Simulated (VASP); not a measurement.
Consider the following.

```
TiO2
1.0
   -1.90224     1.90224     4.79541
    1.90224    -1.90224     4.79541
    1.90224     1.90224    -4.79541
Ti O
2 4
Direct
  0.75000   0.25000   0.50000
  0.00000   0.00000   0.00000
  0.54174   0.04174   0.50000
  0.79174   0.79174   0.00000
  0.20826   0.20826   0.00000
  0.95826   0.45826   0.50000
```

These are optB88-vdW, VASP's PBE PAW potentials (set 64) (plane waves; VASP) values and carry that method's errors. Numerical set-up: 520 eV cut-off, Gaussian smearing of 0.050 eV, potentials Ti_sv O.

Give the energies of bands 14 to 27 at the high-symmetry points, in eV from the valence-band maximum.

```json
[
 {"band": "14", "Γ": "-3.75", "X": "-4.35", "P": "-4.26", "N": "-4.17", "M": "-3.66", "S": "-3.71", "R": "-4.51"},
 {"band": "15", "Γ": "-3.75", "X": "-4.15", "P": "-4.17", "N": "-3.62", "M": "-3.62", "S": "-3.70", "R": "-3.88"},
 {"band": "16", "Γ": "-3.40", "X": "-4.15", "P": "-4.17", "N": "-3.60", "M": "-3.62", "S": "-3.61", "R": "-3.88"},
 {"band": "17", "Γ": "-2.04", "X": "-3.73", "P": "-3.75", "N": "-3.39", "M": "-2.00", "S": "-2.92", "R": "-3.57"},
 {"band": "18", "Γ": "-2.04", "X": "-3.73", "P": "-3.75", "N": "-2.14", "M": "-2.00", "S": "-2.91", "R": "-3.57"},
 {"band": "19", "Γ": "-1.99", "X": "-2.62", "P": "-2.95", "N": "-2.05", "M": "-1.36", "S": "-2.19", "R": "-2.72"},
 {"band": "20", "Γ": "-0.80", "X": "-2.62", "P": "-2.95", "N": "-1.94", "M": "-1.36", "S": "-1.84", "R": "-2.72"},
 {"band": "21", "Γ": "-0.80", "X": "-2.05", "P": "-1.60", "N": "-1.93", "M": "-1.28", "S": "-1.20", "R": "-1.90"},
 {"band": "22", "Γ": "-0.80", "X": "-2.05", "P": "-1.60", "N": "-0.95", "M": "-1.28", "S": "-0.94", "R": "-1.90"},
 {"band": "23", "Γ": "-0.47", "X": "-0.04", "P": "-0.23", "N": "-0.89", "M": "-0.15", "S": "-0.90", "R": "-0.09"},
 {"band": "24", "Γ": "-0.47", "X": "-0.04", "P": "-0.23", "N": "-0.66", "M": "-0.15", "S": "-0.87", "R": "-0.09"},
 {"band": "25", "Γ": "2.04", "X": "3.20", "P": "3.42", "N": "3.10", "M": "2.37", "S": "3.08", "R": "3.17"},
 {"band": "26", "Γ": "2.73", "X": "3.20", "P": "3.42", "N": "3.40", "M": "2.37", "S": "3.33", "R": "3.17"},
 {"band": "27", "Γ": "3.82", "X": "3.66", "P": "3.45", "N": "3.41", "M": "3.60", "S": "3.43", "R": "3.60"}
]
```

The gap is indirect, 2.04 eV, from the valence maximum at Γ-X at 0.89 to the conduction minimum at Γ.

The compound is TiO2 in the anatase structure, one of several forms; rutile is the usual stable one. It was relaxed first.
